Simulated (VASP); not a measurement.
An input for Ansatz (written as the equivalent of a VASP run, and not itself run):

Ansatz 0.2 input:
```yaml
crystal:
  lattice:
    - [0.0000000, 2.4975604, 2.4975604]
    - [2.4975604, 0.0000000, 2.4975604]
    - [2.4975604, 2.4975604, 0.0000000]
  atoms:
    - { symbol: Zr, position: [0.0000000, 0.0000000, 0.0000000] }
    - { symbol: O, position: [0.2500000, 0.2500000, 0.2500000] }
    - { symbol: O, position: [0.7500000, 0.7500000, 0.7500000] }
kpoints:
  mp_grid: { grid: [8, 8, 8] }
hamiltonian:
  xc: pbe
  pseudopotentials: { kind: paw }
scf:
  occupations: { method: gaussian, width: 0.05 }
  max_iter: 100
relax:
  max_steps: 40
  f_tol: 0.02
  cell: { p_target: 20 }
output: { forces: true, stress: true, eigenvalues: true }
```

Problem. Write the VASP files for the same calculation (PBE).

Solution. This is not unique; one that fits is 
KPOINTS:
```
kpoints
0
gamma
8 8 8
0 0 0
```

**INCAR**
```
SYSTEM  =  ZrO2
ISIF  =  3   # ions, shape and volume
LREAL  =  .FALSE.   # projection in real space or not
ALGO  =  Normal
LASPH  =  .TRUE.
LWAVE  =  .FALSE.
LCHARG  =  .FALSE.
ENCUT  =  620
ISMEAR  =  0
NELM  =  100
EDIFF  =  1E-6
GGA  =  PE   # PBE
SIGMA  =  0.05   # width (eV)
PSTRESS  =  200
EDIFFG  =  -0.02   # ionic stop
NSW  =  40
LMAXMIX  =  4
PREC  =  Accurate
IBRION  =  2
```

### POSCAR
```
ZrO2
1
    0.0000000000     2.4975604215     2.4975604215
    2.4975604215     0.0000000000     2.4975604215
    2.4975604215     2.4975604215     0.0000000000
Zr O
1 2
Direct
  0.0000000000   0.0000000000   0.0000000000
  0.2500000000   0.2500000000   0.2500000000
  0.7500000000   0.7500000000   0.7500000000
```

POTCAR, in this order: Zr_sv O (PBE.64 set). Program: vasp_std.

The two are equivalent in intent, not identical: each code has its own PAW files, so the cut-off isn't converted (ENCUT is set for VASP's; basis.ecutwfc is left out, and Ansatz then takes the one that its files recommend); Ansatz stops its SCF on the density residual and VASP on the energy change (EDIFF).

The compound is ZrO2 in the fluorite structure, the high-temperature cubic form, which is unstable at 0 K; the monoclinic form is the stable one. It was relaxed first under an external pressure of 20 GPa.
